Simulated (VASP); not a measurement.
Level of theory: HSE06 screened hybrid, VASP's PBE PAW potentials (set 64) (plane waves; VASP).

VASP input:

**INCAR**
```
SYSTEM = Ga36HN36
PREC = Normal
ENCUT = 400
EDIFF = 1E-5
NELM = 50
ALGO = Normal
LREAL = Auto
LASPH = .TRUE.
ISMEAR = 0
SIGMA = 0.05
GGA = PE
LMAXMIX = 4
LWAVE = .FALSE.
LCHARG = .FALSE.
NELMIN = 4
ISYM = 0
NELECT = 290.0
HFSCREEN = 0.2
AEXX = 0.25
LHFCALC = .TRUE.
PRECFOCK = Fast
ISIF = 0
```

**KPOINTS**
```
Automatic mesh
0
gamma
 1 1 1
0 0 0
```

POSCAR:
```
Ga36HN36
1
    4.8683178927    -8.4321738171     0.0000000000
    4.8683178927     8.4321738171     0.0000000000
    0.0000000000     0.0000000000    10.5562839806
Ga N H
36 36 1
Direct
  0.2216131870   0.1098207891   0.2482657785
  0.1106321833   0.2220844199   0.9995493847
  0.2228492079   0.1125735030   0.7503046323
  0.1227388199   0.2282978446   0.5033210509
  0.2216502838   0.4455477456   0.2481756906
  0.1107725270   0.5560988458   0.9993831258
  0.2227989975   0.4441796155   0.7504098707
  0.1106737863   0.5561245462   0.4992512985
  0.2218595069   0.7777590966   0.2506774865
  0.1108789850   0.8884032482   0.9993234012
  0.2231130934   0.7784945697   0.7494749016
  0.1107952502   0.8882089141   0.4992461837
  0.5548938446   0.1119112385   0.2530975582
  0.4447629434   0.2220767651   0.9996256683
  0.5566289940   0.1104489980   0.7516172246
  0.4389574296   0.2280811921   0.5031101004
  0.5572440184   0.4453328478   0.2481728209
  0.4447338433   0.5561554827   0.9996376240
  0.5545061827   0.4441412519   0.7503468023
  0.4389612457   0.5444260519   0.5032860132
  0.5549588619   0.7763631352   0.2531288455
  0.4447928275   0.8891364824   0.0025606951
  0.5567386871   0.7801998866   0.7517388753
  0.4450070354   0.8892284859   0.5000762995
  0.8906743616   0.1120764268   0.2531597873
  0.7776968561   0.2220185953   0.0024535972
  0.8868524267   0.1103899305   0.7517631074
  0.7777161686   0.2219683600   0.5000153893
  0.8892254350   0.4450643197   0.2506280137
  0.7786045717   0.5560642104   0.9993823044
  0.8886022886   0.4439441045   0.7494115675
  0.7787892169   0.5561418065   0.4992600822
  0.8892393750   0.7776437239   0.2506245103
  0.7777058968   0.8891661953   0.0025077156
  0.8886260387   0.7785337801   0.7494610111
  0.7777806420   0.8892701020   0.5000422502
  0.2189212726   0.1044938738   0.4336501731
  0.1111666045   0.2224048695   0.1875073662
  0.2221160168   0.1108611771   0.9389660438
  0.1068604859   0.2203932161   0.6932525602
  0.2189453711   0.4481121365   0.4336097877
  0.1103804814   0.5565848024   0.1867306197
  0.2221235003   0.4448030264   0.9390106514
  0.1113979152   0.5557704544   0.6882996194
  0.2223171739   0.7779237906   0.4386011918
  0.1104099797   0.8874771891   0.1867283158
  0.2231762815   0.7783802538   0.9379186112
  0.1114124294   0.8895484358   0.6883251684
  0.5540008124   0.1130074722   0.4410921331
  0.4446468481   0.2221865188   0.1875152247
  0.5562651034   0.1105644303   0.9404811410
  0.4465651690   0.2203813979   0.6931846331
  0.5625057306   0.4480496456   0.4335687151
  0.4446703713   0.5558556217   0.1875101519
  0.5560061914   0.4447236163   0.9389943770
  0.4467200196   0.5601406303   0.6933486149
  0.5539516196   0.7743759136   0.4411841518
  0.4447028303   0.8890537414   0.1908297024
  0.5562257441   0.7791572254   0.9405588825
  0.4448784410   0.8893741047   0.6888978271
  0.8926902440   0.1130990783   0.4411731469
  0.7778717800   0.2221660551   0.1907372416
  0.8875797186   0.1105321546   0.9405411553
  0.7776400254   0.2221491747   0.6887593465
  0.8890027925   0.4446519720   0.4385011414
  0.7795476095   0.5565187500   0.1867272760
  0.8884588247   0.4436770732   0.9378642550
  0.7775735564   0.5556911740   0.6882927400
  0.8890190071   0.7778641483   0.4385797145
  0.7778790372   0.8891348373   0.1908531156
  0.8885455797   0.7783354609   0.9379227290
  0.7777258111   0.8893946870   0.6888290238
  0.3334026011   0.3336033796   0.5683977828
```

POTCAR, in this order: Ga N H (PBE.64 set). Program: vasp_gam. Read from the step before: WAVECAR.

Output of the run:

OSZICAR:
```
       N       E                     dE             d eps       ncg     rms          rms(c)
DAV:   1    -0.525454849312E+03   -0.52545E+03   -0.23342E+01   364   0.125E+01    0.964E+00
DAV:   2    -0.525625032286E+03   -0.17018E+00   -0.71833E-01   432   0.144E+00    0.658E+00
DAV:   3    -0.525571735928E+03    0.53296E-01   -0.30899E-02   416   0.473E-01    0.383E+00
DAV:   4    -0.525550859128E+03    0.20877E-01   -0.21293E-02   416   0.279E-01    0.216E+00
DAV:   5    -0.525544811511E+03    0.60476E-02   -0.48030E-03   400   0.125E-01    0.121E+00
DAV:   6    -0.525542612723E+03    0.21988E-02   -0.11133E-03   416   0.742E-02    0.670E-01
DAV:   7    -0.525541860431E+03    0.75229E-03   -0.33535E-04   416   0.457E-02    0.373E-01
DAV:   8    -0.525541611516E+03    0.24891E-03   -0.12026E-04   416   0.297E-02    0.207E-01
DAV:   9    -0.525541536082E+03    0.75435E-04   -0.53984E-05   408   0.188E-02    0.114E-01
DAV:  10    -0.525541515326E+03    0.20756E-04   -0.12486E-05   264   0.944E-03    0.625E-02
DAV:  11    -0.525541510729E+03    0.45972E-05   -0.64151E-06   216   0.588E-03
   1 F= -.52554151E+03 E0= -.52554151E+03  d E =-.239105E-17
```

### OUTCAR
```
------------------------ aborting loop because EDIFF is reached ----------------------------------------
  volume of cell :      866.68
      direct lattice vectors                 reciprocal lattice vectors
     4.868317893 -8.432173817  0.000000000     0.102704879 -0.059296690  0.000000000
     4.868317893  8.432173817  0.000000000     0.102704879  0.059296690  0.000000000
     0.000000000  0.000000000 10.556283981     0.000000000  0.000000000  0.094730305
  FREE ENERGIE OF THE ION-ELECTRON SYSTEM (eV)
  ---------------------------------------------------
  free  energy   TOTEN  =      -525.5415107286 eV

  energy  without entropy=     -525.5415107286  energy(sigma->0) =     -525.54151073

  exchange ACFDT corr.  =         0.00000000  see jH, gK, PRB 81, 115126
```
(Selected blocks of OUTCAR.)

The cell is charged, with a uniform compensating background. The supercell is sampled at Γ alone, which is coarse: total energies, pressure and levels can be off, energies of defects by several tenths of an eV.

The cell is a supercell with a defect, built from GaN (wurtzite): H_i, charge -1. The cell's shape comes from a PBE relaxation. The run is not spin-polarised, so no state with unpaired spins was tried.
